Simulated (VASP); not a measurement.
# A VASP study of P2W (r2SCAN): structure first, properties next, part 2 of 5

What structure and properties does r2SCAN give P2W, and how near are they to the measured ones? The start is a cell from a database of measured crystal structures.

VASP 6.6.1; r2SCAN; plane waves and PAW (P, W).

So far. Step 2 (Full relaxation (r2SCAN)): It ends with a largest force of 0.009 eV/Å and a pressure of 0.00 GPa. The volume lies +0.2 % from that of the database's start.

## Step 3: Single point with fields (r2SCAN)

The relaxed cell gets a fresh self-consistent run, on a basis set for its own volume, to fix the density and to check the remaining stress.

File INCAR:

```
SYSTEM = P2W
PREC = Accurate
ENCUT = 400
EDIFF = 1E-06
NELM = 100
ISMEAR = 0
SIGMA = 0.05
LREAL = .FALSE.
ALGO = Normal
METAGGA = R2SCAN
LASPH = .TRUE.
NBANDS = 22
LORBIT = 11
LWAVE = .FALSE.
LCHARG = .TRUE.
ISIF = 2
LELF = .TRUE.
LVHAR = .TRUE.
```

File POSCAR:

```
P2W
1.0
    4.2370807001     -1.5913367088     -0.0008497910
    4.2370807001      1.5913367088     -0.0008497910
   -3.6515136806      0.0000000000      6.5105384949
P W
4 2
Direct
    0.1381086931      0.1381086931      0.0251278656
    0.8618913069      0.8618913069      0.9748721344
    0.6002130682      0.6002130682      0.4012921383
    0.3997869318      0.3997869318      0.5987078617
    0.8417601232      0.8417601232      0.2932268728
    0.1582398768      0.1582398768      0.7067731272
```

File KPOINTS:

```
Automatic mesh
0
Gamma
9 9 4
0 0 0
```

Potentials, in the order of the species: P and W (PBE family, release 64).

Started as:

```bash
$ mpirun -np 4 vasp_std
```

What it wrote:

```text
[banner, memory and clock lines left out]
running    4 mpi-ranks, on    1 nodes
 distrk:  each k-point on    4 cores,    1 groups
 distr:  one band on    1 cores,    4 groups

 POSCAR found type information on POSCAR P W
 POSCAR found :  2 types and       6 ions
 [... a notice as in an earlier step ...]

 LDA part: xc-table for (None), standard interpolation
|                                                                             |
|           W    W    AA    RRRRR   N    N  II  N    N   GGGG   !!!           |
|           W    W   A  A   R    R  NN   N  II  NN   N  G    G  !!!           |
|           W    W  A    A  R    R  N N  N  II  N N  N  G       !!!           |
|           W WW W  AAAAAA  RRRRR   N  N N  II  N  N N  G  GGG   !            |
|           WW  WW  A    A  R   R   N   NN  II  N   NN  G    G                |
|           W    W  A    A  R    R  N    N  II  N    N   GGGG   !!!           |
|                                                                             |
|     The number of bands has been changed from the values supplied in        |
|     The orbitals not found in the WAVECAR file will be initialized with     |
|     random numbers, which is usually adequate. For correlated               |
|     calculations, however, you should redo the groundstate calculation.     |
|     I found NBANDS = 22. Now, NBANDS = 24.                                  |
|                                                                             |

 POSCAR, INCAR and KPOINTS ok, starting setup
 FFT: planning ... GRIDC
 FFT: planning ... GRID_SOFT
 FFT: planning ... GRID
 WAVECAR not read
 entering main loop
       N       E                     dE             d eps       ncg     rms          rms(c)
DAV:   1    -0.295697779366E+01   -0.29570E+01   -0.12246E+04  4560   0.996E+02
DAV:   2    -0.137206820144E+03   -0.13425E+03   -0.12449E+03  5840   0.226E+02
DAV:   3    -0.144950670554E+03   -0.77439E+01   -0.74657E+01  6384   0.493E+01
DAV:   4    -0.145108457821E+03   -0.15779E+00   -0.15718E+00  5904   0.764E+00
DAV:   5    -0.145113102727E+03   -0.46449E-02   -0.46421E-02  6560   0.107E+00    0.343E+01
DAV:   6    -0.141228617772E+03    0.38845E+01   -0.49977E+00  6696   0.114E+01    0.163E+01
DAV:   7    -0.141217459333E+03    0.11158E-01   -0.14478E+00  6248   0.784E+00    0.101E+01
DAV:   8    -0.141136722029E+03    0.80737E-01   -0.29496E-01  6656   0.362E+00    0.902E-01
DAV:   9    -0.141138240005E+03   -0.15180E-02   -0.26045E-02  5920   0.103E+00    0.732E-01
DAV:  10    -0.141138794915E+03   -0.55491E-03   -0.34776E-03  6248   0.322E-01    0.337E-01
DAV:  11    -0.141138838059E+03   -0.43144E-04   -0.37729E-04  5808   0.105E-01    0.235E-01
DAV:  12    -0.141138905981E+03   -0.67921E-04   -0.11750E-04  6440   0.722E-02    0.399E-02
DAV:  13    -0.141138901661E+03    0.43198E-05   -0.99471E-06  5760   0.219E-02    0.188E-02
DAV:  14    -0.141138901823E+03   -0.16208E-06   -0.13002E-06  4184   0.696E-03
   1 F= -.14113890E+03 E0= -.14113769E+03  d E =-.242532E-02
```

The job ended after 2.2 min (4 MPI ranks of Intel Xeon 6975P-C (Granite Rapids), shared host; peak memory 0.71 GiB).

From OUTCAR (step 3):

```text
  LATTYP: Found a base centered monoclinic cell.
 ALAT       =     8.4741615706
 B/A-ratio  =     0.3755738419
 C/A-ratio  =     0.8808691496
 COS(beta)  =    -0.4893505223

The static configuration has the point symmetry C_2h.

 Found     95 irreducible k-points:

   k-points           NKPTS =     95   k-points in BZ     NKDIM =     95   number of bands    NBANDS=     24

   ENCUT  =  400.0 eV  29.40 Ry    5.42 a.u.   7.38  7.38 12.17*2*pi/ulx,y,z

   NELECT =      32.0000    total number of electrons

 E-fermi :   9.4178

 k-point     1 :       0.0000    0.0000    0.0000
  band No.  band energies     occupation
    ...
     12       6.1136      2.00000
     13       6.8390      2.00000
     14       7.1376      2.00000
     15       7.4698      2.00000
     16       8.9892      2.00000
     17       9.9717      0.00000
     18      10.3507      0.00000
     19      11.2763      0.00000
     20      12.3524      0.00000
     21      13.4119      0.00000
    ...

 k-point     2 :       0.1111    0.0000    0.0000
  band No.  band energies     occupation
    ...
     12       6.0850      2.00000
     13       6.2556      2.00000
     14       7.0056      2.00000
     15       7.4206      2.00000
     16       9.1649      2.00000
     17       9.9253      0.00000
     18      10.4920      0.00000
     19      11.3987      0.00000
     20      12.3996      0.00000
     21      13.1251      0.00000
    ...

  Total       -0.0040764     -0.0007704     -0.0010318      0.0000000      0.0000000     -0.0165015
  in kB       -0.0743971     -0.0140601     -0.0188313      0.0000000      0.0000000     -0.3011665
  external PRESSURE =      -0.0357628 kB  Pullay stress =       0.0000000 kB

 POSITION                                       TOTAL-FORCE (eV/Angst)
 -----------------------------------------------------------------------------------
      1.07860      0.00000      0.16336         0.004126      0.000000     -0.000234
      3.74405      0.00000      6.34548        -0.004126      0.000000      0.000234
      3.62098      0.00000      2.61161         0.005791      0.000000      0.001818
      1.20167      0.00000      3.89723        -0.005791      0.000000     -0.001818
      6.06249      0.00000      1.90763         0.007768      0.000000     -0.002114
     -1.23984      0.00000      4.60120        -0.007768      0.000000      0.002114
 -----------------------------------------------------------------------------------
    total drift:                               -0.000000     -0.000000      0.000000

  FREE ENERGIE OF THE ION-ELECTRON SYSTEM (eV)
  ---------------------------------------------------
  free  energy   TOTEN  =      -141.1389018231 eV

  energy  without entropy=     -141.1364765057  energy(sigma->0) =     -141.13768916

 total charge
# of ion       s       p       d       tot
------------------------------------------
    1        1.025   1.464   0.000   2.489
    2        1.025   1.464   0.000   2.489
    3        1.027   1.428   0.000   2.455
    4        1.027   1.428   0.000   2.455
    5        0.554   0.714   4.439   5.707
    6        0.554   0.714   4.439   5.707
--------------------------------------------------
tot          5.212   7.211   8.878  21.302

[... 3 parts as in an earlier step ...]

[... 7 further parts left out ...]
```

Numbers from this step:

| Item | Value |
| --- | --- |
| SCF cycles | 14 |
| bands | 24 |
| energy at zero smearing | -141.1377 eV |
| pressure | -0.003576 GPa |

Valence electrons inside each PAW sphere by angular momentum. Sphere charges, by row:

```tsv
atom	s (e)	p (e)	d (e)	tot (e)
P1	1.025	1.464	0	2.489
P2	1.025	1.464	0	2.489
P3	1.027	1.428	0	2.455
P4	1.027	1.428	0	2.455
W5	0.554	0.714	4.439	5.707
W6	0.554	0.714	4.439	5.707
```

Valence density in the ac plane of the conventional cell at fractional y = 0.500, with atoms of P and W within 0.2 Å of it. It is the smooth field of the valence electrons, not physical close to the nuclei.

Values in e/Å³, 11 rows by 16 columns, each cell a mean:
```
 0.07  0.09  0.12  0.25  0.54  0.18  0.40  0.67  0.67  0.64  0.71  0.53  0.28  0.22  0.15  0.08
 0.09  0.10  0.15  0.35  0.64  0.56  0.32  0.21  0.31  0.50  0.56  0.49  0.37  0.24  0.13  0.09
 0.30  0.23  0.23  0.28  0.26  0.15  0.09  0.12  0.23  0.44  0.65  0.65  0.47  0.29  0.30  0.33
 0.59  0.32  0.25  0.21  0.13  0.08  0.11  0.20  0.37  0.61  0.78  0.61  0.49  0.65  0.52  0.57
 0.41  0.32  0.40  0.32  0.17  0.13  0.19  0.27  0.36  0.49  0.44  0.33  0.53  0.58  0.02  0.51
 0.38  0.55  0.59  0.53  0.28  0.22  0.29  0.31  0.30  0.27  0.20  0.21  0.40  0.61  0.59  0.38
 0.60  0.02  0.45  0.63  0.39  0.48  0.58  0.43  0.29  0.20  0.12  0.13  0.23  0.33  0.30  0.38
 0.63  0.55  0.59  0.47  0.60  0.81  0.67  0.42  0.21  0.12  0.08  0.12  0.19  0.23  0.28  0.47
 0.23  0.22  0.23  0.38  0.57  0.63  0.47  0.27  0.14  0.10  0.17  0.32  0.34  0.24  0.19  0.21
 0.07  0.11  0.20  0.31  0.41  0.57  0.63  0.45  0.30  0.38  0.54  0.70  0.45  0.17  0.09  0.07
 0.07  0.13  0.19  0.23  0.45  0.61  0.46  0.76  0.75  0.55 -0.01  0.49  0.32  0.15  0.11  0.08
```
Columns run along a (8.5 Å), rows up along c (7.5 Å), edges of the conventional cell, whose origin can differ from the input's. Atoms in or near the plane, at fractional coordinates: P at (0.64, 0.03), P at (0.36, 0.97), P at (0.10, 0.40), P at (0.90, 0.60), W at (0.34, 0.29), W at (0.66, 0.71).

Electrostatic potential energy in the ac plane of the conventional cell at fractional y = 0.500, with atoms of P and W within 0.2 Å of it. With pseudopotentials it is smooth inside the atoms' cores, unlike the true potential.

Ten even steps from '0' (-85 eV) to '9' (3 eV), each cell a mean:
```
999999710038841158999999
999999610379865789999999
999999755899998888899999
999999989999999877789999
999999999999998666789999
899999999999987656789877
799999999999876667898423
799999999999876678884002
899999999999887789961004
998889999999988899851138
985348999999999999976689
830038998888999999999999
500058887778999999999999
411488876678999999999998
656898765678999999999999
889998666689999999999999
999998767899999999999999
999998888899999878999999
999999998888997425899999
999999985347872003899999
999999850017850005999999
```
Columns run along a (8.5 Å; values clipped at the 3rd and 97th percentile), rows up along c (7.5 Å), edges of the conventional cell, whose origin can differ from the input's. Atoms in or near the plane, at fractional coordinates: P at (0.64, 0.03), P at (0.36, 0.97), P at (0.10, 0.40), P at (0.90, 0.60), W at (0.34, 0.29), W at (0.66, 0.71).

ELF in the ac plane of the conventional cell at fractional y = 0.500, with atoms of P and W within 0.2 Å of it. It is the smooth field of the valence electrons, not physical close to the nuclei.

Values, 11 rows by 16 columns, each cell a mean:
```
0.05 0.08 0.10 0.28 0.52 0.37 0.49 0.78 0.78 0.71 0.78 0.63 0.29 0.30 0.26 0.09
0.08 0.09 0.18 0.55 0.79 0.68 0.42 0.31 0.56 0.71 0.55 0.25 0.19 0.26 0.21 0.10
0.55 0.41 0.35 0.48 0.48 0.26 0.08 0.14 0.24 0.15 0.04 0.02 0.15 0.40 0.59 0.56
0.74 0.51 0.41 0.36 0.17 0.06 0.11 0.25 0.19 0.04 0.00 0.07 0.46 0.84 0.69 0.63
0.47 0.45 0.65 0.56 0.21 0.09 0.22 0.32 0.23 0.17 0.12 0.25 0.71 0.67 0.32 0.48
0.39 0.58 0.64 0.65 0.38 0.17 0.25 0.36 0.39 0.30 0.17 0.23 0.56 0.71 0.66 0.41
0.58 0.31 0.61 0.79 0.35 0.09 0.10 0.17 0.28 0.25 0.09 0.12 0.41 0.60 0.46 0.49
0.71 0.70 0.82 0.51 0.11 0.00 0.02 0.16 0.24 0.13 0.06 0.14 0.32 0.39 0.46 0.71
0.42 0.46 0.37 0.18 0.06 0.08 0.21 0.32 0.19 0.10 0.29 0.56 0.59 0.37 0.29 0.39
0.06 0.17 0.30 0.24 0.27 0.60 0.81 0.70 0.47 0.47 0.61 0.76 0.62 0.22 0.07 0.05
0.06 0.19 0.27 0.26 0.53 0.69 0.59 0.79 0.86 0.60 0.29 0.48 0.34 0.13 0.12 0.07
```
Columns run along a (8.5 Å), rows up along c (7.5 Å), edges of the conventional cell, whose origin can differ from the input's. Atoms in or near the plane, at fractional coordinates: P at (0.64, 0.03), P at (0.36, 0.97), P at (0.10, 0.40), P at (0.90, 0.60), W at (0.34, 0.29), W at (0.66, 0.71).

In this run the pressure is 0.00 GPa, small enough to go on.

## Step 4: Bands along the symmetry lines (r2SCAN)

Levels along the symmetry lines show where the bands peak and cross; KPOINTS_OPT computes them in the converged potential.

File INCAR:

```
SYSTEM = P2W
PREC = Accurate
ENCUT = 400
EDIFF = 1E-06
NELM = 100
ISMEAR = 0
SIGMA = 0.05
LREAL = .FALSE.
ALGO = Normal
METAGGA = R2SCAN
LASPH = .TRUE.
NBANDS = 32
LORBIT = 11
LWAVE = .FALSE.
LCHARG = .FALSE.
KPAR = 4
```

POSCAR is that of step 3.

KPOINTS is that of step 3.

File KPOINTS_OPT:

```
Line mode
16
Line-mode
Reciprocal
 -0.50000000  -0.50000000   0.50000000 X
  0.00000000   0.00000000   0.00000000 GAMMA

  0.00000000   0.00000000   0.00000000 GAMMA
  0.00000000   0.00000000  -0.50000000 Y

 -0.50000000  -0.50000000   0.00000000 L
  0.00000000   0.00000000   0.00000000 GAMMA

  0.00000000   0.00000000   0.00000000 GAMMA
  0.50000000   0.00000000   0.00000000 Z

  0.00000000  -0.50000000   0.50000000 N
  0.00000000   0.00000000   0.00000000 GAMMA

  0.00000000   0.00000000   0.00000000 GAMMA
  0.50000000   0.00000000  -0.50000000 M

  0.00000000  -0.50000000   0.00000000 R
  0.00000000   0.00000000   0.00000000 GAMMA
```

Started as:

```bash
$ mpirun -np 4 vasp_std
```

What it wrote:

```text
[banner, memory and clock lines left out]
running    4 mpi-ranks, on    1 nodes
 distrk:  each k-point on    1 cores,    4 groups
 distr:  one band on    1 cores,    1 groups

 POSCAR found type information on POSCAR P W
 POSCAR found :  2 types and       6 ions
 [... a notice as in an earlier step ...]

 LDA part: xc-table for (None), standard interpolation
 POSCAR, INCAR and KPOINTS ok, starting setup
 FFT: planning ... GRIDC
 FFT: planning ... GRID_SOFT
 FFT: planning ... GRID
 WAVECAR not read
 entering main loop
       N       E                     dE             d eps       ncg     rms          rms(c)
DAV:   1    -0.144488304625E+02   -0.14449E+02   -0.11761E+04  6080   0.748E+02
DAV:   2    -0.138627396487E+03   -0.12418E+03   -0.11457E+03  7264   0.184E+02
DAV:   3    -0.145031164902E+03   -0.64038E+01   -0.62263E+01  8144   0.375E+01
DAV:   4    -0.145111798787E+03   -0.80634E-01   -0.80470E-01  7304   0.483E+00
DAV:   5    -0.145113137550E+03   -0.13388E-02   -0.13383E-02  8120   0.562E-01    0.343E+01
DAV:   6    -0.141224504430E+03    0.38886E+01   -0.24349E+00  8208   0.852E+00    0.158E+01
DAV:   7    -0.141208242716E+03    0.16262E-01   -0.72640E-01  7856   0.605E+00    0.102E+01
DAV:   8    -0.141136610025E+03    0.71633E-01   -0.13144E-01  8192   0.257E+00    0.783E-01
DAV:   9    -0.141138435370E+03   -0.18253E-02   -0.25686E-02  7336   0.855E-01    0.844E-01
DAV:  10    -0.141138864441E+03   -0.42907E-03   -0.29380E-03  8168   0.233E-01    0.370E-01
DAV:  11    -0.141138844596E+03    0.19845E-04   -0.37844E-04  7568   0.910E-02    0.240E-01
DAV:  12    -0.141138905299E+03   -0.60703E-04   -0.11249E-04  7984   0.558E-02    0.420E-02
DAV:  13    -0.141138901802E+03    0.34968E-05   -0.79981E-06  7352   0.160E-02    0.159E-02
DAV:  14    -0.141138901697E+03    0.10516E-06   -0.13763E-06  5768   0.586E-03
   1 F= -.14113890E+03 E0= -.14113769E+03  d E =-.242418E-02
 Start KPOINTS_OPT (optional k-point list driver)
k-point batch [1-95\112]
       N       E                     dE             ncg
DAV:   1     0.227274816799E+05   -0.12498E+05     6080
DAV:   2     0.104583980814E+05   -0.12269E+05     7240
DAV:   3     0.981844127483E+04   -0.63996E+03     8032
DAV:   4     0.981112629306E+04   -0.73150E+01     7288
DAV:   5     0.981101451127E+04   -0.11178E+00     8112
DAV:   6     0.981101166204E+04   -0.28492E-02     7344
DAV:   7     0.981101157049E+04   -0.91550E-04     7856
DAV:   8     0.981101156693E+04   -0.35619E-05     5704
DAV:   9     0.981101156665E+04   -0.27395E-06     5296
k-point batch [96-112\112]
       N       E                     dE             ncg
DAV:   1     0.356945662473E+05   -0.51899E+04     1088
DAV:   2     0.335423800899E+05   -0.21522E+04     1304
DAV:   3     0.334381016515E+05   -0.10428E+03     1416
DAV:   4     0.334369641028E+05   -0.11375E+01     1296
DAV:   5     0.334369476071E+05   -0.16496E-01     1448
DAV:   6     0.334369472162E+05   -0.39096E-03     1312
DAV:   7     0.334369472046E+05   -0.11626E-04     1360
DAV:   8     0.334369472041E+05   -0.44778E-06     1008
```

Run time: 4.6 min. Hardware: 4 MPI ranks; peak memory 1.4 GiB.

OUTCAR, selected parts (step 4):

```text
The static configuration has the point symmetry C_2h.

 Found     95 irreducible k-points:

   k-points           NKPTS =     95   k-points in BZ     NKDIM =     95   number of bands    NBANDS=     32

   NELECT =      32.0000    total number of electrons

 E-fermi :   9.4178

 k-point     1 :       0.0000    0.0000    0.0000
  band No.  band energies     occupation
    ...
     12       6.1135      2.00000
     13       6.8389      2.00000
     14       7.1377      2.00000
     15       7.4698      2.00000
     16       8.9891      2.00000
     17       9.9718      0.00000
     18      10.3507      0.00000
     19      11.2763      0.00000
     20      12.3523      0.00000
     21      13.4119      0.00000
    ...

 k-point     2 :       0.1111    0.0000    0.0000
  band No.  band energies     occupation
    ...
     12       6.0850      2.00000
     13       6.2556      2.00000
     14       7.0056      2.00000
     15       7.4206      2.00000
     16       9.1648      2.00000
     17       9.9253      0.00000
     18      10.4920      0.00000
     19      11.3986      0.00000
     20      12.3995      0.00000
     21      13.1251      0.00000
    ...

  Total       -0.0028679     -0.0013499     -0.0013185      0.0000000      0.0000000     -0.0168588
  in kB       -0.0523426     -0.0246373     -0.0240635      0.0000000      0.0000000     -0.3076876
  external PRESSURE =      -0.0336811 kB  Pullay stress =       0.0000000 kB

 POSITION                                       TOTAL-FORCE (eV/Angst)
 -----------------------------------------------------------------------------------
      1.07860      0.00000      0.16336         0.003653      0.000000     -0.000240
      3.74405      0.00000      6.34548        -0.003653      0.000000      0.000240
      3.62098      0.00000      2.61161         0.005967      0.000000      0.001803
      1.20167      0.00000      3.89723        -0.005967      0.000000     -0.001803
      6.06249      0.00000      1.90763         0.007739      0.000000     -0.002084
     -1.23984      0.00000      4.60120        -0.007739      0.000000      0.002084
 -----------------------------------------------------------------------------------
    total drift:                               -0.000000     -0.000000      0.000000

  FREE ENERGIE OF THE ION-ELECTRON SYSTEM (eV)
  ---------------------------------------------------
  free  energy   TOTEN  =      -141.1389016970 eV

  energy  without entropy=     -141.1364775174  energy(sigma->0) =     -141.13768961

[... 8 parts as in an earlier step ...]

[... 5 further parts left out ...]
```

Spin-orbit coupling is off here; with elements this heavy it splits and shifts levels by tenths of an eV or more.

Numbers from this step:

```yaml
bands: 32
pressure: -0.003368 GPa
```

Electronic bands along the path, in eV, zero at the Fermi level; # counts the bands kept, so #1 is VASP's band 4:

```tsv
point	#10	#11	#12	#13	#14	#15	#16	#17
X	-2.10	-1.97	-1.17	-0.59	0.77	1.07	1.32	2.49
0.47 of the way	-2.48	-2.14	-2.13	-0.29	1.00	1.33	1.39	2.39
Γ	-2.58	-2.28	-1.95	-0.43	0.55	0.93	1.86	2.93
0.47 of the way	-2.46	-2.44	-1.92	-0.29	0.56	1.01	2.10	3.13
Y	-3.13	-1.61	-1.57	-1.28	1.35	1.84	2.27	2.30
jump to L	-2.19	-1.35	-1.11	-0.61	-0.38	1.66	2.13	2.22
0.53 of the way	-2.39	-2.30	-2.08	-0.06	0.72	1.07	1.58	2.24
Γ	-2.58	-2.28	-1.95	-0.43	0.55	0.93	1.86	2.93
0.53 of the way	-3.38	-2.85	-2.39	-0.07	0.16	1.61	2.36	2.59
Z	-3.70	-2.98	-2.07	0.37	1.78	1.98	2.21	2.65
jump to N	-3.37	-3.01	-1.92	-0.88	0.84	1.68	2.29	2.98
0.53 of the way	-3.30	-2.90	-2.47	-0.40	0.47	1.34	2.40	3.06
Γ	-2.58	-2.28	-1.95	-0.43	0.55	0.93	1.86	2.93
0.47 of the way	-3.30	-2.90	-2.47	-0.40	0.47	1.34	2.40	3.06
M	-3.37	-3.01	-1.92	-0.88	0.84	1.68	2.29	2.98
jump to R	-3.70	-2.98	-2.07	0.37	1.78	1.98	2.21	2.65
0.47 of the way	-3.38	-2.85	-2.39	-0.07	0.16	1.61	2.36	2.59
Γ	-2.58	-2.28	-1.95	-0.43	0.55	0.93	1.86	2.93
```

The largest weight of each band there:

```tsv
point	#10	#11	#12	#13	#14	#15	#16	#17
X	P 0.57	W 0.75	W 0.81	W 0.89	W 0.54	W 0.68	P 0.58	W 0.51
Γ	W 0.63	W 0.72	W 0.51	W 0.94	W 0.69	P 0.74	W 0.58	W 0.72
Y	W 0.71	W 0.66	W 0.55	W 0.70	W 0.70	W 0.56	W 0.62	W 0.57
L	P 0.80	W 0.79	W 0.77	W 0.87	W 0.99	W 0.66	P 0.60	P 0.81
Γ	W 0.63	W 0.72	W 0.51	W 0.94	W 0.69	P 0.74	W 0.58	W 0.72
Z	W 0.74	W 0.74	W 0.64	W 0.85	W 0.64	P 0.68	W 0.65	W 0.85
```

There is no gap at this level.

[end of part 2 of 5]

[Lines on the potential files, build, host, timing and source positions are cut from VASP's logs without a mark.]

[Logs are printed without paths, hosts, clocks, repeated set-up lines and the standing remarks that a program may print on its own settings, such as how far it seeks lower states.]

[Hosts, paths, dates, database ids (printed as entryN), source tags and the programs' standing remarks are cut or masked in the printed files.]

[Measured values are set beside computed ones only where the two were judged alike; some that the calculation misses by far are left out.]
